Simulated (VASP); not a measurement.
VASP runs on FeGe (space group P2_13) share one base input (PBE GGA, plane waves, VASP's PBE PAW potentials (set 64)) and change the settings named in each case.

File KPOINTS:
```
kpoints
0
Gamma
  3 3 3
0 0 0
```

**INCAR**
```
# general
SYSTEM  = FeGe
PREC    = Accurate
ENCUT   = 300   # plane-wave cut-off (eV)
LREAL   = .FALSE.   # projection in real space or not
LASPH   = .TRUE.

# electronic loop
EDIFF   = 1E-6   # SCF stop (eV)
NELM    = 100   # most electronic steps
ALGO    = Normal   # blocked Davidson
LMAXMIX = 4   # l cut-off of mixed one-centre charges

# smearing
ISMEAR  = 0
SIGMA   = 0.272

# functional
GGA     = PE   # PBE

# spin
ISPIN   = 2

# ions
ISIF    = 2   # forces and stress, cell fixed

# output
LWAVE   = .FALSE.
LCHARG  = .FALSE.
LORBIT  = 11
```

### POSCAR
```
FeGe
1
    4.7158100000     0.0000000000     0.0000000000
    0.0000000000     4.7158100000     0.0000000000
    0.0000000000     0.0000000000     4.7158100000
Fe Ge
4 4
Direct
  0.1347600000   0.1347600000   0.1347600000
  0.3652400000   0.8652400000   0.6347600000
  0.6347600000   0.3652400000   0.8652400000
  0.8652400000   0.6347600000   0.3652400000
  0.8449700000   0.8449700000   0.8449700000
  0.6550300000   0.1550300000   0.3449700000
  0.3449700000   0.6550300000   0.1550300000
  0.1550300000   0.3449700000   0.6550300000
```

POTCAR, in this order: Fe Ge_d (PBE.64 set). Program: vasp_std. The INCAR's line for the spin-polarised start is left out here.

| change | E(σ→0) (eV/atom) | pressure (GPa) | largest force (eV/Å) | −TS (eV) |
|---|---|---|---|---|
| base run | -6.4770 | -5.79 | 0.338 | -0.2569 |
| GGA = PS | -7.1026 | -12.80 | 0.355 | -0.2562 |
| GGA_COMPAT = .FALSE., ISPIN removed, LNONCOLLINEAR = .TRUE., LSORBIT = .TRUE., another spin-polarised start, program vasp_ncl | -6.4845 | -5.78 | 0.338 | -0.2571 |
| KPOINTS 6×6×6 Γ-centred mesh | -6.4691 | -5.71 | 0.337 | -0.2734 |
 Energies of different potentials or functionals have different zeros.  The run has a spin-polarised start. At 300 eV the pressure can carry a Pulay error.

Left out are runs that ran out of time, are held back, or changed the cell or the kind of run, fixed moments of cells without a moment, rows past the twelfth, gaps on odd meshes, pressures of charged cells and columns that move by less than the noise.

The structure comes from a computed database's FeGe entry; how it stands against other phases isn't given here. The cell was not relaxed at this level, forces remain on its atoms.
